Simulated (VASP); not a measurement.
Lattice constant a of zinc-blende III-V compounds: measurement against LDA

Computed values from VASP (plane waves, PAW); cells keep the symmetry of their structure type. Static lattice, each level at its own minimum.

Here x stands for LDA a and y for measured a.

| solid | LDA a (Å) | measured a (Å) | cut-off (eV) | basis of the measured value |
|---|---|---|---|---|
| BN | 3.584 | 3.593 | 520 | 0 K, zero-point corrected |
| BP | 4.490 | 4.525 | 520 | 0 K, zero-point corrected |
| GaP | 5.394 | 5.439 | 520 | 0 K, zero-point corrected |
| GaAs | 5.611 | 5.640 | 520 | 0 K, zero-point corrected |
| AlAs | 5.638 | 5.649 | 520 | 0 K, zero-point corrected |
| InP | 5.829 | 5.858 | 520 | 0 K, zero-point corrected |
| InAs | 6.032 | 6.047 | 520 | 0 K, zero-point corrected |
| InSb | 6.455 | ? | 520 | 0 K, zero-point corrected |

Problem. Fit y against x with a straight line, and predict the withheld value at x = 6.455.

Solution. With u = x - 5.2, the rows have u = -1.6160, -0.7100, 0.1940, 0.4110, 0.4380, 0.6290, 0.8320. Means: u 0.025429, y 5.2501. About the means, the sum of products is 4.6097 and the sum of squares of u is 4.5973; the slope is their ratio. Least squares gives y = 5.2246 + 1.00270·u. Residuals (row less fit): -0.0112, 0.0123, 0.0199, 0.0033, -0.0148, 0.0027, -0.0118; standard error 0.0145 (degrees of freedom: 5). The slope is 1.00 with a standard error of 0.0068. Before the fit, LDA less measured has mean -0.0247, mean absolute 0.0247 and median absolute 0.0290 Å over these 7 rows. At the withheld row, u = 1.2550, so y = 5.2246 + 1.00270 × 1.2550 = 6.4830 Å. The measured value is 6.468 Å, 0.0150 Å below the prediction (0.5 % of the range of y in the table). The row lies outside the fitted rows, so this is an extrapolation. From the scatter of the fitted rows alone, a prediction at this place has a standard error of 0.0176 Å, so the miss is 0.9 times that.

Plain LDA misses this row by -0.013 Å. The rows are a random draw of 8 from the 8 solids that have both values on this basis (zero-point corrected by the source), of 11 computed in this series. Not drawn: V to Ni and open 4f shells, rows kept for tests, unfit runs, cells that left their space group, values derived or compiled from fits, values whose temperature is given only as extrapolated, encyclopaedia, home-page and unnamed sources, sources from 2025 on. Measured values as quoted by these papers, many of them computational: BN Tamar Goldzak et al., The Journal of Chemical Physics (2022), arXiv:2208.04865; BP Daniel Mejia-Rodriguez et al., Physical Review B (2018), arXiv:1807.09216; GaP Daniel Mejia-Rodriguez et al., Physical Review B (2018), arXiv:1807.09216; GaAs Daniel Mejia-Rodriguez et al., Physical Review B (2018), arXiv:1807.09216; AlAs Daniel Mejia-Rodriguez et al., Physical Review B (2018), arXiv:1807.09216; InP Daniel Mejia-Rodriguez et al., Physical Review B (2018), arXiv:1807.09216; InAs Daniel Mejia-Rodriguez et al., Physical Review B (2018), arXiv:1807.09216; InSb Daniel Mejia-Rodriguez et al., Physical Review B (2018), arXiv:1807.09216.
